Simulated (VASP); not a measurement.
Consider the following.

```
GeSi3
1.0
    0.00000     2.74843     2.74843
    2.74843     0.00000     2.74843
   10.95865    10.95865     0.03507
Si Ge
6 2
Direct
  0.99335   0.99335   0.00499
  0.24688   0.24688   0.06484
  0.99849   0.99849   0.25113
  0.25151   0.25151   0.31137
  0.00312   0.00312   0.49766
  0.25665   0.25665   0.55751
  0.00418   0.00418   0.74686
  0.24582   0.24582   0.81564
```

The numbers are results of PBEsol GGA, VASP's PBE PAW potentials (set 64) (plane waves; VASP), not measurements. Numerical set-up: 400 eV cut-off, Gaussian smearing of 0.050 eV, potentials Si Ge_d.

Q: Give the energies of bands 17 to 30 at the high-symmetry points, in eV from the valence-band maximum.

A: 
| band | Γ | T | H2 | L | S0 | F |
|---|---|---|---|---|---|---|
| 17 | -4.11 | -2.01 | -7.06 | -7.01 | -7.06 | -6.77 |
| 18 | -1.51 | -1.71 | -7.05 | -7.00 | -7.05 | -6.69 |
| 19 | -1.51 | -1.47 | -4.63 | -3.65 | -4.64 | -3.80 |
| 20 | -1.12 | -1.47 | -4.58 | -3.62 | -4.52 | -3.73 |
| 21 | -1.12 | -1.27 | -4.35 | -3.03 | -4.43 | -3.12 |
| 22 | -0.84 | -1.27 | -4.17 | -2.85 | -4.14 | -3.04 |
| 23 | -0.84 | -0.64 | -2.82 | -2.58 | -2.92 | -2.53 |
| 24 | -0.11 | -0.64 | -2.79 | -2.46 | -2.63 | -2.32 |
| 25 | 0.00 | -0.15 | -2.45 | -1.85 | -2.61 | -1.37 |
| 26 | 0.00 | -0.15 | -2.42 | -1.63 | -2.32 | -1.35 |
| 27 | 0.89 | 1.05 | 1.41 | 0.42 | 1.28 | 0.37 |
| 28 | 1.39 | 1.08 | 1.57 | 0.77 | 1.92 | 0.50 |
| 29 | 1.44 | 1.99 | 2.51 | 1.68 | 1.99 | 1.00 |
| 30 | 2.29 | 2.04 | 2.64 | 1.77 | 3.23 | 1.07 |

The gap is indirect, 0.34 eV, from the valence maximum at Γ to the conduction minimum at F-Γ at 0.09.

The structure was generated: Ge2Si6 was put into an ordered model structure (R-3m), which need not be its known phase. It was relaxed first.
